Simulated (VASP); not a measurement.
Data:

```xyz
2
Lattice="0.0000 2.0071 2.0071 2.0071 0.0000 2.0071 2.0071 2.0071 0.0000" Properties=species:S:1:pos:R:3 pbc="T T T"
Li     0.0000     0.0000     0.0000
F      2.0071     2.0071     2.0071
```

The numbers are results of PW91 GGA, VASP's PBE PAW potentials (set 64) (plane waves; VASP 6.6.1), not measurements. Settings: 520 eV cut-off, 11×11×11 Γ-centred mesh, Gaussian smearing of 0.050 eV, potentials Li_sv F.

### Question
Give the stress tensor in GPa (positive for a compressed cell).

### Answer

```
2.27  0.00  0.00
0.00  2.27  0.00
0.00  0.00  2.27
```
The pressure is its mean diagonal, 2.27 GPa.

The compound is LiF in the rock salt structure. This cell is one point of a volume scan, at 0.97 of the reference volume.
